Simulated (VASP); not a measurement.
Calculation: LDA (Ceperley-Alder, Perdew-Zunger), VASP's LDA PAW potentials (set 64) (plane waves; VASP).

VASP input:

### INCAR
```
! general
SYSTEM   = YSe
PREC     = Accurate
ENCUT    = 300   ! plane-wave cut-off (eV)
LREAL    = .False.   ! projection in real space or not
LASPH    = .True.

! electronic loop
EDIFF    = 1E-8   ! SCF stop (eV)
NELM     = 100
ALGO     = Normal   ! blocked Davidson
LMAXMIX  = 4

! smearing
ISMEAR   = 0   ! Gaussian
SIGMA    = 0.2

! ions
IBRION   = 8   ! DFPT with symmetry
NSW      = 1
ISIF     = 2

! output
LWAVE    = .False.
LCHARG   = .False.

! other
LEPSILON = .False.
```

**POSCAR**
```
YSe
1
    0.0000000000     2.8783850000     2.8783850000
    2.8783850000     0.0000000000     2.8783850000
    2.8783850000     2.8783850000     0.0000000000
Y Se
1 1
Direct
  0.5000000000   0.5000000000   0.5000000000
  0.0000000000   0.0000000000   0.0000000000
```

File KPOINTS:
```
Automatic mesh
0
Gamma
8 8 8
0 0 0
```

POTCAR, in this order: Y_sv Se (LDA.64 set). Program: vasp_std.

Output

File OSZICAR:
```
       N       E                     dE             d eps       ncg     rms          rms(c)
DAV:   1     0.380446963831E+02    0.38045E+02   -0.61441E+03   712   0.851E+02
DAV:   2    -0.124691658324E+02   -0.50514E+02   -0.48370E+02   908   0.187E+02
DAV:   3    -0.155284443536E+02   -0.30593E+01   -0.30390E+01  1200   0.356E+01
DAV:   4    -0.155718040729E+02   -0.43360E-01   -0.43298E-01   912   0.406E+00
DAV:   5    -0.155729128969E+02   -0.11088E-02   -0.11041E-02   960   0.436E-01    0.238E+01
DAV:   6    -0.149754104719E+02    0.59750E+00   -0.13355E+00   820   0.693E+00    0.171E+01
DAV:   7    -0.149163642661E+02    0.59046E-01   -0.69972E-01  1080   0.507E+00    0.471E+00
DAV:   8    -0.149009011210E+02    0.15463E-01   -0.14744E-01   816   0.250E+00    0.349E-01
DAV:   9    -0.148999536216E+02    0.94750E-03   -0.10868E-02   856   0.681E-01    0.122E-01
DAV:  10    -0.148999269839E+02    0.26638E-04   -0.50929E-04   888   0.187E-01    0.107E-01
DAV:  11    -0.148999310035E+02   -0.40196E-05   -0.55181E-05   916   0.579E-02    0.422E-02
DAV:  12    -0.148999293162E+02    0.16873E-05   -0.80365E-06   808   0.218E-02    0.901E-03
DAV:  13    -0.148999293329E+02   -0.16744E-07   -0.35410E-07   992   0.479E-03    0.401E-03
DAV:  14    -0.148999293212E+02    0.11699E-07   -0.10470E-07   860   0.190E-03    0.239E-04
DAV:  15    -0.148999293216E+02   -0.34265E-09   -0.27189E-09   584   0.393E-04
   1 F= -.14899929E+02 E0= -.14886583E+02  d E =-.266919E-01
 Linear response reoptimize wavefunctions
DAV:   1    -0.148999293216E+02   -0.26830E-10   -0.29374E-10   576   0.143E-04
 Linear response DOF=           2
 Linear response progress:
  Degree of freedom:   1/  2
       N       E                     dE             d eps       ncg     rms          rms(c)
RMM:   1    -0.277454246790E+00   -0.27745E+00    0.33872E+00  1704   0.132E+01
RMM:   2    -0.269559675331E+00    0.78946E-02   -0.13605E-01  2354   0.222E+00    0.298E-01
RMM:   3    -0.270777685657E+00   -0.12180E-02   -0.10972E-02  2642   0.673E-01    0.223E-01
RMM:   4    -0.271111994895E+00   -0.33431E-03   -0.23130E-03  3094   0.252E-01    0.100E-01
RMM:   5    -0.271197938757E+00   -0.85944E-04   -0.32181E-04  3110   0.100E-01    0.856E-03
RMM:   6    -0.271200238345E+00   -0.22996E-05   -0.12516E-04  3327   0.489E-02    0.683E-03
RMM:   7    -0.271192079723E+00    0.81586E-05   -0.39813E-05  3375   0.211E-02    0.478E-03
RMM:   8    -0.271157529242E+00    0.34550E-04   -0.38407E-05  3193   0.135E-02    0.126E-03
RMM:   9    -0.271158599280E+00   -0.10700E-05   -0.41746E-05  3275   0.828E-03    0.474E-04
RMM:  10    -0.271159294104E+00   -0.69482E-06   -0.38918E-05  3426   0.594E-03    0.839E-04
RMM:  11    -0.271158000700E+00    0.12934E-05   -0.36167E-05  3276   0.471E-03    0.742E-04
RMM:  12    -0.271159755455E+00   -0.17548E-05   -0.27167E-05  3399   0.386E-03    0.959E-04
RMM:  13    -0.271160379407E+00   -0.62395E-06   -0.23346E-05  3584   0.326E-03    0.113E-03
RMM:  14    -0.271160585668E+00   -0.20626E-06   -0.19387E-05  3355   0.285E-03    0.136E-03
RMM:  15    -0.271161316643E+00   -0.73098E-06   -0.16774E-05  3506   0.251E-03    0.146E-03
RMM:  16    -0.271160988016E+00    0.32863E-06   -0.14361E-05  3325   0.225E-03    0.163E-03
RMM:  17    -0.271162161954E+00   -0.11739E-05   -0.12472E-05  3100   0.206E-03    0.160E-03
 Linear response progress:
  Degree of freedom:   2/  2
       N       E                     dE             d eps       ncg     rms          rms(c)
RMM:   1    -0.904143719194E-01   -0.90414E-01    0.34935E-03  3112   0.161E+00
RMM:   2    -0.834513370102E-01    0.69630E-02   -0.66890E-03  2687   0.400E-01    0.373E-01
RMM:   3    -0.839429869342E-01   -0.49165E-03   -0.13643E-03  2803   0.127E-01    0.231E-01
RMM:   4    -0.845028906052E-01   -0.55990E-03   -0.31840E-04  2618   0.820E-02    0.249E-02
RMM:   5    -0.843798611871E-01    0.12303E-03   -0.85787E-05  2784   0.334E-02    0.182E-02
RMM:   6    -0.844047785019E-01   -0.24917E-04   -0.19165E-05  2993   0.136E-02    0.534E-03
RMM:   7    -0.843987455906E-01    0.60329E-05   -0.99888E-06  3093   0.571E-03    0.475E-03
RMM:   8    -0.844122684326E-01   -0.13523E-04   -0.18497E-05  2815   0.360E-03    0.550E-04
RMM:   9    -0.844118017763E-01    0.46666E-06    0.27068E-06  3152   0.163E-03    0.830E-05
RMM:  10    -0.844119590290E-01   -0.15725E-06   -0.67789E-06  3294   0.816E-04    0.909E-05
RMM:  11    -0.844120517905E-01   -0.92761E-07   -0.16884E-07  3333   0.468E-04    0.903E-05
RMM:  12    -0.844116441626E-01    0.40763E-06   -0.26946E-06  3036   0.372E-04    0.247E-04
RMM:  13    -0.844122068068E-01   -0.56264E-06   -0.14740E-06  2810   0.351E-04    0.429E-05
RMM:  14    -0.844123214670E-01   -0.11466E-06   -0.67559E-07  3175   0.248E-04    0.472E-05
RMM:  15    -0.844123543724E-01   -0.32905E-07   -0.53161E-07  3281   0.214E-04    0.463E-05
RMM:  16    -0.844123637972E-01   -0.94248E-08   -0.50268E-07  3215   0.200E-04    0.403E-05
 Linear response finished
```

### OUTCAR
```
------------------------ aborting loop because EDIFF is reached ----------------------------------------

   1 f  =    5.922931 THz    37.214870 2PiTHz  197.567698 cm-1    24.495262 meV
             X         Y         Z           dx          dy          dz
      2.878385  2.878385  2.878385     0.667860    0.171857    0.000000
      0.000000  0.000000  0.000000    -0.701327   -0.180468    0.000000

   2 f  =    5.922931 THz    37.214870 2PiTHz  197.567698 cm-1    24.495262 meV
             X         Y         Z           dx          dy          dz
      2.878385  2.878385  2.878385     0.000000    0.000000   -0.689617
      0.000000  0.000000  0.000000     0.000000    0.000000    0.724174

   3 f  =    5.922931 THz    37.214870 2PiTHz  197.567698 cm-1    24.495262 meV
             X         Y         Z           dx          dy          dz
      2.878385  2.878385  2.878385     0.171857   -0.667860   -0.000000
      0.000000  0.000000  0.000000    -0.180468    0.701327   -0.000000

   4 f/i=    0.030826 THz     0.193683 2PiTHz    1.028230 cm-1     0.127484 meV
             X         Y         Z           dx          dy          dz
      2.878385  2.878385  2.878385     0.608910    0.347677   -0.181047
      0.000000  0.000000  0.000000     0.579853    0.331086   -0.172408

   5 f/i=    0.030826 THz     0.193683 2PiTHz    1.028230 cm-1     0.127484 meV
             X         Y         Z           dx          dy          dz
      2.878385  2.878385  2.878385     0.391757   -0.528188    0.303268
      0.000000  0.000000  0.000000     0.373063   -0.502984    0.288796

   6 f/i=    0.030826 THz     0.193683 2PiTHz    1.028230 cm-1     0.127484 meV
             X         Y         Z           dx          dy          dz
      2.878385  2.878385  2.878385     0.013550   -0.352939   -0.632201
      0.000000  0.000000  0.000000     0.012903   -0.336097   -0.602033

 ELASTIC MODULI CONTR FROM IONIC RELAXATION (kBar)
 Direction    XX          YY          ZZ          XY          YZ          ZX
 --------------------------------------------------------------------------------
 XX           0.0000      0.0000      0.0000      0.0000      0.0000      0.0000
 YY           0.0000      0.0000      0.0000      0.0000      0.0000      0.0000
 ZZ           0.0000      0.0000      0.0000      0.0000      0.0000      0.0000
 XY           0.0000      0.0000      0.0000      0.0000      0.0000      0.0000
 YZ           0.0000      0.0000      0.0000      0.0000      0.0000      0.0000
 ZX           0.0000      0.0000      0.0000      0.0000      0.0000      0.0000
 --------------------------------------------------------------------------------
```
(Selected blocks of OUTCAR.)

OUTCAR:
```
 val. band max:        5.8070002311   @ k =   0.3750   0.1250   0.0000

 cond. band min:       5.8914418973   @ k =   0.1250   0.0000   0.0000


 Fermi energy:         5.8305731983

 k-point     1 :       0.0000    0.0000    0.0000
  band No.  band energies     occupation
      1     -37.5874      2.00000
      2     -17.6749      2.00000
      3     -17.6749      2.00000
      4     -17.6749      2.00000
      5      -9.2548      2.00000
      6       2.8693      2.00000
      7       2.8693      2.00000
      8       2.8693      2.00000
      9       5.6188      1.86573
     10       5.6188      1.86573
     11       5.6188      1.86573
     12       6.3813      0.00010

 k-point     2 :       0.1250    0.0000    0.0000
  band No.  band energies     occupation
      1     -37.5852      2.00000
      2     -17.7176      2.00000
      3     -17.6776      2.00000
      4     -17.6776      2.00000
      5      -9.1169      2.00000
      6       1.9479      2.00000
      7       2.4356      2.00000
      8       2.4356      2.00000
      9       5.7560      1.40195
     10       5.8914      0.66690
     11       5.8914      0.66690
     12       7.0653      0.00000

 k-point     3 :       0.2500    0.0000    0.0000
  band No.  band energies     occupation
      1     -37.5796      2.00000
      2     -17.8174      2.00000
      3     -17.6838      2.00000
      4     -17.6838      2.00000
      5      -8.7681      2.00000
      6       0.5260      2.00000
      7       1.7223      2.00000
      8       1.7223      2.00000
      9       6.0289      0.16085
     10       6.5646      0.00000
     11       6.5646      0.00000
     12       8.5938      0.00000

 k-point     4 :       0.3750    0.0000    0.0000
  band No.  band energies     occupation
      1     -37.5741      2.00000
      2     -17.9134      2.00000
      3     -17.6901      2.00000
      4     -17.6901      2.00000
      5      -8.3892      2.00000
      6      -0.5419      2.00000
...
```

At this cut-off the stress carries a Pulay error, which pulls relaxed volumes low.

The structure comes from a computed database's YSe entry (Fm-3m); how it stands against other phases isn't given here. The cell was not relaxed at this level. The run is one of a series of settings (EDIFF = 1E-8, GGA removed, IBRION = 8, LEPSILON = .FALSE., NSW = 1, POTCAR Y_sv Se (LDA.64 set) against the base run), some of them coarse on purpose. The electron count is odd and the run is not spin-polarised, which forces a metal.
